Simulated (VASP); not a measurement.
Computed with PBE GGA + U (Dudarev), VASP's PBE PAW potentials (set 64) (plane waves; VASP).

VASP ran on this input.

**KPOINTS**
```
K-points
0
Gamma
8 8 6
```

### POSCAR
```
NiSb
1
    1.9650000000    -3.4034800000     0.0000000000
    1.9650000000     3.4034800000     0.0000000000
    0.0000000000     0.0000000000     5.1300000000
Ni Sb
2 2
Direct
  0.0000000000   0.0000000000   0.5000000000
  0.0000000000   0.0000000000   0.0000000000
  0.3333330000   0.6666670000   0.2500000000
  0.6666670000   0.3333330000   0.7500000000
```

**INCAR**
```
SYSTEM=NiSb
PREC=Accurate; ENCUT=400; LREAL=.FALSE.
LASPH=.TRUE.
EDIFF=1E-6; NELM=100; ALGO=Normal
LMAXMIX=4
ISMEAR=1; SIGMA=0.1
GGA=PE
LDAUL=2 -1
LDAUU=1.0 0
LDAUJ=0 0
LDAU=.TRUE.; LDAUTYPE=2; LDAUPRINT=1
ISIF=2
LWAVE=.FALSE.; LCHARG=.FALSE.; LORBIT=10
```

POTCAR, in this order: Ni Sb (PBE.64 set). Program: vasp_std.

The run wrote:

### OSZICAR
```
       N       E                     dE             d eps       ncg     rms          rms(c)
DAV:   1     0.153427858887E+03    0.15343E+03   -0.10710E+04  1528   0.133E+03
DAV:   2    -0.119241157892E+02   -0.16535E+03   -0.16089E+03  1538   0.297E+02
DAV:   3    -0.199026295738E+02   -0.79785E+01   -0.77231E+01  1771   0.802E+01
DAV:   4    -0.201187598890E+02   -0.21613E+00   -0.21428E+00  1715   0.127E+01
DAV:   5    -0.201253710001E+02   -0.66111E-02   -0.66079E-02  1763   0.235E+00    0.121E+01
DAV:   6    -0.218418103938E+02   -0.17164E+01   -0.24666E+01  1660   0.915E+01    0.142E+01
DAV:   7    -0.190570835846E+02    0.27847E+01   -0.98559E+00  1649   0.654E+01    0.370E+00
DAV:   8    -0.191004615712E+02   -0.43378E-01   -0.10930E+00  2023   0.841E+00    0.235E+00
DAV:   9    -0.190455454274E+02    0.54916E-01   -0.19844E-01  1707   0.819E+00    0.593E-01
DAV:  10    -0.190458168484E+02   -0.27142E-03   -0.85355E-03  1604   0.713E-01    0.409E-01
DAV:  11    -0.190453215896E+02    0.49526E-03   -0.84573E-04  2273   0.278E-01    0.105E-01
DAV:  12    -0.190452177627E+02    0.10383E-03   -0.56111E-04  2220   0.371E-01    0.391E-02
DAV:  13    -0.190452198132E+02   -0.20505E-05   -0.42918E-05  1595   0.548E-02    0.289E-02
DAV:  14    -0.190452188158E+02    0.99741E-06   -0.28174E-06  1384   0.140E-02
   1 F= -.19045219E+02 E0= -.19045301E+02  d E =0.247119E-03
```

**OUTCAR**
```
------------------------ aborting loop because EDIFF is reached ----------------------------------------
  FORCE on cell =-STRESS in cart. coord.  units (eV):
  Direction    XX          YY          ZZ          XY          YZ          ZX
  --------------------------------------------------------------------------------------
  Total        1.0997701      1.0997702      0.9705055      0.0000000     -0.0000000      0.0000000
  in kB       25.6790742     25.6790766     22.6608127      0.0000000     -0.0000000      0.0000000
  external PRESSURE =      24.6729878 kB  Pullay stress =       0.0000000 kB
  volume of cell :       68.62
      direct lattice vectors                 reciprocal lattice vectors
     1.965000000 -3.403480000  0.000000000     0.254452926 -0.146908458  0.000000000
     1.965000000  3.403480000  0.000000000     0.254452926  0.146908458  0.000000000
     0.000000000  0.000000000  5.130000000     0.000000000  0.000000000  0.194931774
 POSITION                                       TOTAL-FORCE (eV/Angst)
 -----------------------------------------------------------------------------------
      0.00000      0.00000      2.56500         0.000000      0.000000      0.000000
      0.00000      0.00000      0.00000         0.000000      0.000000      0.000000
      1.96500      1.13450      1.28250         0.000000      0.000000      0.000000
      1.96500     -1.13450      3.84750        -0.000000     -0.000000     -0.000000
 -----------------------------------------------------------------------------------
    total drift:                                0.000000      0.000000      0.000000
  FREE ENERGIE OF THE ION-ELECTRON SYSTEM (eV)
  ---------------------------------------------------
  free  energy   TOTEN  =       -19.0452188158 eV

  energy  without entropy=      -19.0454659351  energy(sigma->0) =      -19.04530119

 total charge

# of ion       s       p       d       tot
------------------------------------------
    1        0.444   0.475   8.512   9.431
    2        0.444   0.475   8.512   9.431
    3        1.135   1.216   0.074   2.425
    4        1.135   1.216   0.074   2.425
--------------------------------------------------
tot          3.158   3.382  17.172  23.712
```
(Selected blocks of OUTCAR.)

The compound is NiSb in the NiAs type structure. The cell was not relaxed at this level. The run is one of a series of settings (LDAU = .TRUE., LDAUJ = 0 0, LDAUL = 2 -1, LDAUTYPE = 2, LDAUU = 1.0 0 against the base run), some of them coarse on purpose. The run is not spin-polarised, so no magnetic state was tried.
